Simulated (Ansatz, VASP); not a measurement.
# VPt in two plane-wave programs

Wanted: the spread between two codes on one cell, functional and k mesh. The cell is taken from a series of runs on this material, whose earlier steps may have relaxed, scaled, displaced or heated it; both programs get it as it stands.

Method: plane waves, with VASP 6.6.1 beside it; zone-centre phonons at PBEsol, in Ansatz 0.2.0.

### Step 1. The structure

The structure is tetragonal, space group P4/mmm (No. 123). Conventional cell: a = 2.671 Å, b = 2.671 Å, c = 3.861 Å, α = 90.00°, β = 90.00°, γ = 90.00°. Nearest to V lie 4 V at 2.67 Å and 8 Pt at 2.70 Å. Pt has 4 Pt at 2.67 Å and 8 V at 2.70 Å nearest. Farther neighbours are not listed.

As a file:

```
V Pt
1.0
     2.67063    0.00000    0.00000
     0.00000    2.67063    0.00000
     0.00000    0.00000    3.86096
V Pt
1 1
Direct
  0.50000 0.50000 0.50000
  0.00000 0.00000 0.00000
```

### Step 2. VASP: zone-centre phonons, PBEsol

Second derivatives magnify differences that forces hide, and they need a tight electronic threshold.

Lines of VASP's logs that name or quote its potential files are left out, and so is its time.

INCAR

```
SYSTEM = VPt
PREC = Accurate
ENCUT = 500
EDIFF = 1E-08
NELM = 120
ISMEAR = -1
SIGMA = 0.1
LREAL = .FALSE.
ALGO = Normal
GGA = PS
NBANDS = 17
LASPH = .TRUE.
LORBIT = 11
LWAVE = .FALSE.
LCHARG = .FALSE.
ISIF = 2
IBRION = 8
GGA_COMPAT = .FALSE.
KPAR = 2
```

POSCAR

```
VPt
1.0
    2.6706330543      0.0000000000      0.0000000000
    0.0000000000      2.6706330543      0.0000000000
    0.0000000000      0.0000000000      3.8609622270
V Pt
1 1
Direct
    0.5000000000      0.5000000000      0.5000000000
    0.0000000000      0.0000000000      0.0000000000
```

KPOINTS

```
Automatic mesh
0
Gamma
20 20 12
0 0 0
```

Potentials, in the order of the species: V_sv and Pt (PBE family, release 64).

Run with:

```sh
$ mpirun -np 2 vasp_std
```

Numbers of over 12 decimals in the logs are rounded to 6 here.

Output:

```text
[banner, memory and clock lines left out]
running    2 mpi-ranks, on    1 nodes
 distrk:  each k-point on    1 cores,    2 groups
 distr:  one band on    1 cores,    1 groups

 POSCAR found type information on POSCAR V Pt
 POSCAR found :  2 types and       2 ions
|                                                                             |
|               ----> ADVICE to this user running VASP <----                  |
|                                                                             |
|     You enforced a specific xc type in the INCAR file but a different       |
|     [... a line on the potential file left out ...]
|     I HOPE YOU KNOW WHAT YOU ARE DOING!                                     |
|                                                                             |

 LDA part: xc-table for (Slater+PW92), standard interpolation
 POSCAR, INCAR and KPOINTS ok, starting setup
 FFT: planning ... GRIDC
 FFT: planning ... GRID_SOFT
 FFT: planning ... GRID
 WAVECAR not read
 entering main loop
       N       E                     dE             d eps       ncg     rms          rms(c)
DAV:   1     0.204461847076E+03    0.20446E+03   -0.13159E+04 16132   0.137E+03
DAV:   2    -0.147560940817E+02   -0.21922E+03   -0.21469E+03 16908   0.398E+02
DAV:   3    -0.200313798280E+02   -0.52753E+01   -0.52190E+01 16806   0.695E+01
DAV:   4    -0.200764529891E+02   -0.45073E-01   -0.45047E-01 16827   0.655E+00
DAV:   5    -0.200771028652E+02   -0.64988E-03   -0.64987E-03 16786   0.822E-01    0.223E+01
DAV:   6    -0.181361251098E+02    0.19410E+01   -0.96891E+00 16213   0.315E+01    0.550E+00
DAV:   7    -0.182262484351E+02   -0.90123E-01   -0.64475E+00 17409   0.203E+01    0.701E+00
DAV:   8    -0.178027615161E+02    0.42349E+00   -0.16732E+00 16942   0.111E+01    0.119E+00
DAV:   9    -0.177904738206E+02    0.12288E-01   -0.30151E-02 16187   0.133E+00    0.410E-01
DAV:  10    -0.177884225969E+02    0.20512E-02   -0.54297E-03 16242   0.833E-01    0.893E-02
DAV:  11    -0.177884243574E+02   -0.17605E-05   -0.10184E-04 16391   0.105E-01    0.244E-02
DAV:  12    -0.177884250560E+02   -0.69861E-06   -0.11356E-05 16154   0.305E-02    0.837E-03
DAV:  13    -0.177884243051E+02    0.75093E-06   -0.22197E-06 16383   0.160E-02    0.124E-03
DAV:  14    -0.177884242992E+02    0.59431E-08   -0.44963E-08 16138   0.200E-03
   1 F= -.17788424E+02 E0= -.17763791E+02  d E =-.492671E-01
 Linear response reoptimize wavefunctions to high precision
DAV:   1    -0.177884243032E+02   -0.40877E-08   -0.29929E-09 10454   0.508E-04
DAV:   2    -0.177884243033E+02   -0.12278E-10   -0.11773E-10  8059   0.117E-04
 Linear response DOF=           4
 Linear response progress:
  Degree of freedom:   1/  4
       N       E                     dE             d eps       ncg     rms          rms(c)
RMM:   1    -0.106613181054E+01   -0.10661E+01   -0.18413E+01 30389   0.791E+01
RMM:   2    -0.946825569273E+00    0.11931E+00   -0.25343E-01 42390   0.411E+00    0.211E-01
RMM:   3    -0.948680670649E+00   -0.18551E-02   -0.23733E-02 46917   0.935E-01    0.101E-01
RMM:   4    -0.946349321422E+00    0.23313E-02   -0.86761E-04 50143   0.246E-01    0.308E-02
RMM:   5    -0.945647665432E+00    0.70166E-03   -0.55032E-05 51365   0.604E-02    0.945E-03
RMM:   6    -0.945494751114E+00    0.15291E-03   -0.90622E-06 47742   0.237E-02    0.550E-03
RMM:   7    -0.945464871363E+00    0.29880E-04   -0.21379E-06 46268   0.104E-02    0.117E-03
RMM:   8    -0.945486302666E+00   -0.21431E-04   -0.54375E-07 53293   0.342E-03    0.588E-04
RMM:   9    -0.945497856269E+00   -0.11554E-04   -0.42773E-07 49173   0.141E-03    0.108E-04
RMM:  10    -0.945499319593E+00   -0.14633E-05   -0.27930E-07 51972   0.579E-04    0.577E-05
RMM:  11    -0.945501008941E+00   -0.16893E-05   -0.17488E-07 51621   0.289E-04    0.114E-05
RMM:  12    -0.945501202782E+00   -0.19384E-06   -0.12676E-07 54707   0.148E-04    0.588E-06
RMM:  13    -0.945501023979E+00    0.17880E-06   -0.86969E-08 52670   0.884E-05    0.171E-06
RMM:  14    -0.945500987868E+00    0.36111E-07   -0.64985E-08 51464   0.587E-05    0.114E-06
RMM:  15    -0.945500980612E+00    0.72559E-08   -0.52296E-08 43924   0.426E-05    0.342E-07
 first order change of Fermi-energy   0.51867E-03
 force on displaced ion       1 direction 1 :  -4.576   0.000   0.000
 Linear response progress:
  Degree of freedom:   2/  4
       N       E                     dE             d eps       ncg     rms          rms(c)
RMM:   1    -0.117566210908E+01   -0.11757E+01   -0.19735E+01 16535   0.797E+01
RMM:   2    -0.105033372287E+01    0.12533E+00   -0.26858E-01 23142   0.420E+00    0.159E-01
RMM:   3    -0.105343879422E+01   -0.31051E-02   -0.24725E-02 25543   0.916E-01    0.725E-02
RMM:   4    -0.105189648154E+01    0.15423E-02   -0.10091E-03 27013   0.254E-01    0.198E-02
RMM:   5    -0.105156459419E+01    0.33189E-03   -0.60355E-05 27415   0.600E-02    0.116E-02
RMM:   6    -0.105134919528E+01    0.21540E-03   -0.90144E-06 25514   0.237E-02    0.764E-03
RMM:   7    -0.105126190811E+01    0.87287E-04   -0.28825E-06 24402   0.119E-02    0.105E-03
RMM:   8    -0.105127706779E+01   -0.15160E-04   -0.49643E-07 27806   0.429E-03    0.524E-04
RMM:   9    -0.105128044202E+01   -0.33742E-05   -0.22733E-07 27528   0.146E-03    0.159E-04
RMM:  10    -0.105128559868E+01   -0.51567E-05   -0.20286E-07 27067   0.637E-04    0.442E-05
RMM:  11    -0.105128644650E+01   -0.84783E-06   -0.14229E-07 28274   0.301E-04    0.120E-05
RMM:  12    -0.105128644570E+01    0.80642E-09   -0.10955E-07 29378   0.155E-04    0.544E-06
RMM:  13    -0.105128638910E+01    0.56597E-07   -0.65467E-08 28144   0.908E-05    0.170E-06
RMM:  14    -0.105128636582E+01    0.23284E-07   -0.36832E-08 27335   0.609E-05    0.947E-07
RMM:  15    -0.105128635259E+01    0.13227E-07   -0.23742E-08 23853   0.443E-05    0.289E-07
RMM:  16    -0.105128635592E+01   -0.33329E-08   -0.12733E-08 15704   0.345E-05    0.210E-07
 first order change of Fermi-energy   0.37418E-02
 force on displaced ion       1 direction 3 :  -0.000  -0.000  -7.874
 Linear response progress:
  Degree of freedom:   3/  4
       N       E                     dE             d eps       ncg     rms          rms(c)
RMM:   1    -0.230778061785E+00   -0.23078E+00   -0.22231E-01 55592   0.289E+00
RMM:   2    -0.229907684386E+00    0.87038E-03   -0.16292E-02 42634   0.686E-01    0.155E-01
RMM:   3    -0.229251321818E+00    0.65636E-03   -0.73058E-04 43474   0.182E-01    0.914E-02
RMM:   4    -0.229087876290E+00    0.16345E-03   -0.11613E-03 43167   0.176E-01    0.207E-02
RMM:   5    -0.229075928192E+00    0.11948E-04   -0.35069E-05 43209   0.436E-02    0.120E-02
RMM:   6    -0.229052756949E+00    0.23171E-04   -0.68155E-06 41456   0.189E-02    0.870E-03
RMM:   7    -0.229038643744E+00    0.14113E-04   -0.13189E-06 41757   0.101E-02    0.183E-03
RMM:   8    -0.229023000380E+00    0.15643E-04   -0.26024E-07 46166   0.358E-03    0.451E-04
RMM:   9    -0.229016613706E+00    0.63867E-05   -0.45142E-08 44085   0.126E-03    0.138E-04
RMM:  10    -0.229016870049E+00   -0.25634E-06   -0.10466E-08 44809   0.457E-04    0.108E-04
RMM:  11    -0.229017581887E+00   -0.71184E-06   -0.63461E-09 45213   0.219E-04    0.458E-05
RMM:  12    -0.229018090639E+00   -0.50875E-06   -0.56976E-09 43142   0.138E-04    0.154E-05
RMM:  13    -0.229018033069E+00    0.57570E-07   -0.78879E-09 43316   0.641E-05    0.601E-06
RMM:  14    -0.229018001543E+00    0.31526E-07   -0.96972E-09 47460   0.389E-05    0.416E-06
RMM:  15    -0.229017969857E+00    0.31686E-07    0.22168E-09 40742   0.327E-05    0.733E-07
RMM:  16    -0.229017960484E+00    0.93729E-08   -0.23722E-09 36847   0.281E-05    0.206E-07
 first order change of Fermi-energy  -0.22733E-03
 force on displaced ion       2 direction 1 :  -4.582   0.000   0.000
 Linear response progress:
  Degree of freedom:   4/  4
       N       E                     dE             d eps       ncg     rms          rms(c)
RMM:   1    -0.266893316309E+00   -0.26689E+00   -0.20618E-01 31121   0.329E+00
RMM:   2    -0.266574304871E+00    0.31901E-03   -0.12326E-02 23331   0.671E-01    0.153E-01
RMM:   3    -0.266396470639E+00    0.17783E-03   -0.70028E-04 23984   0.189E-01    0.911E-02
RMM:   4    -0.266859146330E+00   -0.46268E-03   -0.97823E-04 24167   0.183E-01    0.194E-02
RMM:   5    -0.266822494720E+00    0.36652E-04   -0.24448E-05 24023   0.407E-02    0.157E-02
RMM:   6    -0.266730586095E+00    0.91909E-04   -0.15530E-05 22615   0.243E-02    0.865E-03
RMM:   7    -0.266691249115E+00    0.39337E-04   -0.50962E-06 22502   0.145E-02    0.251E-03
RMM:   8    -0.266680980497E+00    0.10269E-04   -0.35373E-07 23606   0.491E-03    0.847E-04
RMM:   9    -0.266679238039E+00    0.17425E-05   -0.11412E-07 24734   0.239E-03    0.245E-04
RMM:  10    -0.266677267106E+00    0.19709E-05   -0.20600E-08 23679   0.672E-04    0.879E-05
RMM:  11    -0.266676606028E+00    0.66108E-06   -0.11275E-08 24059   0.282E-04    0.303E-05
RMM:  12    -0.266676449509E+00    0.15652E-06   -0.11012E-08 25281   0.120E-04    0.172E-05
RMM:  13    -0.266676412727E+00    0.36782E-07   -0.12278E-08 25784   0.603E-05    0.255E-06
RMM:  14    -0.266676437968E+00   -0.25241E-07    0.40840E-09 25918   0.396E-05    0.117E-06
RMM:  15    -0.266676437618E+00    0.34989E-09   -0.25361E-09 21904   0.318E-05    0.258E-07
 first order change of Fermi-energy  -0.31042E-02
 force on displaced ion       2 direction 3 :  -0.000  -0.000  -7.867
 Linear response finished
```

OUTCAR, selected parts (step 2):

```text
ion  position               nearest neighbor table
   1  0.500  0.500  0.500-   2 2.70   2 2.70   2 2.70   2 2.70   2 2.70   2 2.70   2 2.70   2 2.70

  LATTYP: Found a simple tetragonal cell.
 ALAT       =     2.6706330543
 C/A-ratio  =     1.4457104920

 Subroutine GETGRP returns: Found 16 space group operations
 (whereof 16 operations were pure point group operations)

The static configuration has the point symmetry D_4h.

 Found    462 irreducible k-points:

   k-points           NKPTS =    462   k-points in BZ     NKDIM =    462   number of bands    NBANDS=     17

   dimension x,y,z NGX =    20 NGY =   20 NGZ =   28
   dimension x,y,z NGXF=    40 NGYF=   40 NGZF=   56

   ENCUT  =  500.0 eV  36.75 Ry    6.06 a.u.   4.87  4.87  7.04*2*pi/ulx,y,z

   NELECT =      23.0000    total number of electrons

 k-points in reciprocal lattice and weights: Automatic mesh
   0.00000000  0.00000000  0.00000000       0.000
   0.05000000  0.00000000  0.00000000       0.001
   0.10000000  0.00000000  0.00000000       0.001
   0.15000000  0.00000000  0.00000000       0.001
   0.20000000  0.00000000  0.00000000       0.001
   0.25000000  0.00000000  0.00000000       0.001
   0.30000000  0.00000000  0.00000000       0.001
   0.35000000  0.00000000  0.00000000       0.001
   0.40000000  0.00000000  0.00000000       0.001
[...]
0.50000000  0.45000000  0.50000000       0.001
   0.50000000  0.50000000  0.50000000       0.000

 average (electrostatic) potential at core
       1 -68.9404       2 -63.1643

  Total        0.0162046      0.0162046      0.0337735      0.0000000      0.0000000     -0.0000000
  in kB        0.9428120      0.9428120      1.9650009      0.0000000      0.0000000     -0.0000000
  external PRESSURE =       1.2835417 kB  Pullay stress =       0.0000000 kB

  energy-cutoff  :      500.00
  volume of cell :       27.54
      direct lattice vectors                 reciprocal lattice vectors
     2.670633054  0.000000000  0.000000000     0.374443055  0.000000000  0.000000000
     0.000000000  2.670633054  0.000000000     0.000000000  0.374443055  0.000000000
     0.000000000  0.000000000  3.860962227     0.000000000  0.000000000  0.259002793

 POSITION                                       TOTAL-FORCE (eV/Angst)
 -----------------------------------------------------------------------------------
      1.33532      1.33532      1.93048         0.000000      0.000000      0.000000
      0.00000      0.00000      0.00000         0.000000      0.000000      0.000000
 -----------------------------------------------------------------------------------
    total drift:                               -0.000000      0.000000      0.000000

 Eigenvectors and eigenvalues of the dynamical matrix
 ----------------------------------------------------

   1 f  =    6.901799 THz    43.365280 2PiTHz  230.219224 cm-1    28.543533 meV
             X         Y         Z           dx          dy          dz
      1.335317  1.335317  1.930481    -0.000000    0.000000   -0.890561
      0.000000  0.000000  0.000000    -0.000000   -0.000000    0.454864

   2 f  =    5.262460 THz    33.065011 2PiTHz  175.536768 cm-1    21.763776 meV
             X         Y         Z           dx          dy          dz
      1.335317  1.335317  1.930481    -0.890337   -0.000000    0.000000
      0.000000  0.000000  0.000000     0.455302    0.000000    0.000000

   3 f  =    5.262460 THz    33.065011 2PiTHz  175.536768 cm-1    21.763776 meV
             X         Y         Z           dx          dy          dz
      1.335317  1.335317  1.930481    -0.000000    0.890337    0.000000
      0.000000  0.000000  0.000000    -0.000000   -0.455302   -0.000000

   4 f/i=    0.001349 THz     0.008475 2PiTHz    0.044990 cm-1     0.005578 meV
             X         Y         Z           dx          dy          dz
      1.335317  1.335317  1.930481     0.000000    0.000000    0.454864
      0.000000  0.000000  0.000000    -0.000000    0.000000    0.890561

   5 f/i=    0.001559 THz     0.009793 2PiTHz    0.051990 cm-1     0.006446 meV
             X         Y         Z           dx          dy          dz
      1.335317  1.335317  1.930481     0.000000    0.455302   -0.000000
      0.000000  0.000000  0.000000    -0.000000    0.890337   -0.000000

   6 f/i=    0.001559 THz     0.009793 2PiTHz    0.051990 cm-1     0.006446 meV
             X         Y         Z           dx          dy          dz
      1.335317  1.335317  1.930481     0.455302    0.000000   -0.000000
      0.000000  0.000000  0.000000     0.890337   -0.000000    0.000000

 ELASTIC MODULI CONTR FROM IONIC RELAXATION (kBar)
 Direction    XX          YY          ZZ          XY          YZ          ZX
 --------------------------------------------------------------------------------
 XX           0.0000      0.0000      0.0000      0.0000      0.0000      0.0000
 YY           0.0000      0.0000      0.0000      0.0000      0.0000      0.0000
 ZZ           0.0000      0.0000      0.0000      0.0000      0.0000      0.0000
 XY           0.0000      0.0000      0.0000      0.0000      0.0000      0.0000
 YZ           0.0000      0.0000      0.0000      0.0000      0.0000      0.0000
 ZX           0.0000      0.0000      0.0000      0.0000      0.0000      0.0000
 --------------------------------------------------------------------------------
```

This run has no spin polarisation, so a moment on V, if there is one, isn't seen. Its electron count is odd, so without a moment it is a metal by construction.

(Continued in part 2 of 2.)

[Lines on the potential files, build, host, timing and source positions are cut from VASP's logs without a mark.]

[Logs are printed without paths, hosts, clocks, repeated set-up lines and the standing remarks that a program may print on its own settings, such as how far it seeks lower states.]

[Hosts, paths, dates, database ids (printed as entryN), source tags and the programs' standing remarks are cut or masked in the printed files.]
